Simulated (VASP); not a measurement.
```xyz
3
Lattice="0.0000 2.7318 2.7318 2.7318 0.0000 2.7318 2.7318 2.7318 0.0000" Properties=species:S:1:pos:R:3 pbc="T T T"
Ce     0.0000     0.0000     0.0000
O      1.3659     1.3659     1.3659
O      4.0977     4.0977     4.0977
```

Computed with PBE GGA, VASP's PBE PAW potentials (set 64) (plane waves; VASP). Numerical set-up: 620 eV cut-off, 7×7×7 Γ-centred mesh, Gaussian smearing of 0.050 eV, potentials Ce O.

**Question.** Predict the energy per atom (σ→0).

**Answer.** 
```yaml
energy per atom (σ→0): -8.745 eV/atom
```

The absolute energy has meaning only against runs of the same code, potentials and settings.

The compound is CeO2 in the fluorite structure. It was relaxed first. The run is not spin-polarised, so no magnetic state was tried.
